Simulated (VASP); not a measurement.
The system is GaN.

```
Ga N
1.0
     3.18900    0.00000    0.00000
    -1.59450    2.76176    0.00000
     0.00000    0.00000    5.18500
Ga N
2 2
Direct
  0.33333 0.66667 0.00000
  0.66667 0.33333 0.50000
  0.33333 0.66667 0.37700
  0.66667 0.33333 0.87700
```

The cell was built by a generator and needn't be a form met in nature.

Base run:

```yaml
Program: VASP 6.6.1
Functional: HSE06
Potentials_or_basis: VASP PAW PBE potentials, release 64 (Ga_d, N)
Cutoff: 520 eV
k_mesh: 6 × 6 × 4
Occupations: tetrahedron
Spin: no spin polarisation
```

Its results: band gap on the k mesh 3.21 eV, direct; pressure -0.9 GPa; largest force 0.016 eV/Å.

Task: The run is repeated on the same cell with these changes: functional from HSE06 to r2SCAN; k mesh from 6 × 6 × 4 to 8 × 8 × 5. What comes out?

Result: Band gap on the k mesh 2.32 eV, direct; pressure 0.3 GPa; largest force 0.007 eV/Å.

Several settings changed at once, so the effect can't be laid on one alone.

Caveats: the PAW data sets were made with another functional, which shifts forces and pressure a little; an odd mesh through Γ misses points on the zone boundary, where band edges often lie (some runs).

Not every run made on this cell is shown here.
